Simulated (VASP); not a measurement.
An input for Quantum ESPRESSO's pw.x (written as the equivalent of a VASP run, and not itself run):

```
&CONTROL
  calculation = 'scf'
  pseudo_dir = './pseudo'
  outdir = './out'
  tprnfor = .true.
  tstress = .true.
/
&SYSTEM
  ibrav = 0
  nat = 2
  ntyp = 2
  ecutwfc = 84
  occupations = 'smearing'
  smearing = 'gaussian'
  degauss = 0.003675
  input_dft = 'vdw-df-cx'
/
&ELECTRONS
  conv_thr = 7.3e-09
  electron_maxstep = 100
/
ATOMIC_SPECIES
  Al 26.982 Al.upf
  N 14.007 N.upf
CELL_PARAMETERS angstrom
     0.0000000    2.1486665    2.1486665
     2.1486665    0.0000000    2.1486665
     2.1486665    2.1486665    0.0000000
ATOMIC_POSITIONS crystal
  Al   0.0000000  0.0000000  0.0000000
  N    0.2500000  0.2500000  0.2500000
K_POINTS automatic
  10 10 10 0 0 0
```

Write the VASP files for the same calculation (vdW-DF-cx).

This is not unique; one that fits is 
**INCAR**
```
SYSTEM = AlN
LUSE_VDW = .TRUE.
ISIF = 2   # forces and stress, cell fixed
PREC = Accurate
LCHARG = .FALSE.
LASPH = .TRUE.
AGGAC = 0.0
ALGO = Normal   # blocked Davidson
SIGMA = 0.05
NELM = 100
ENCUT = 520   # plane-wave cut-off (eV)
GGA = CX
LWAVE = .FALSE.
EDIFF = 1E-7   # SCF stop (eV)
LREAL = .FALSE.   # projection in real space or not
ISMEAR = 0
```

**KPOINTS**
```
kpoints
0
G
10 10 10
```

POSCAR:
```
AlN
1
    0.0000000000     2.1486665190     2.1486665190
    2.1486665190     0.0000000000     2.1486665190
    2.1486665190     2.1486665190     0.0000000000
Al N
1 1
Direct
  0.0000000000   0.0000000000   0.0000000000
  0.2500000000   0.2500000000   0.2500000000
```

POTCAR, in this order: Al N (PBE.64 set). Program: vasp_std.

What does not carry over: the potentials are each code's own (VASP's PAW set, PseudoDojo norm-conserving files in pw.x), so ENCUT and ecutwfc are chosen apart and not converted; conv_thr bounds pw.x's estimated SCF error, while EDIFF bounds the energy change between steps.

The compound is AlN in the zinc blende structure, a metastable form; wurtzite is the usual one. This cell is one point of a volume scan, at 0.94 of the reference volume.
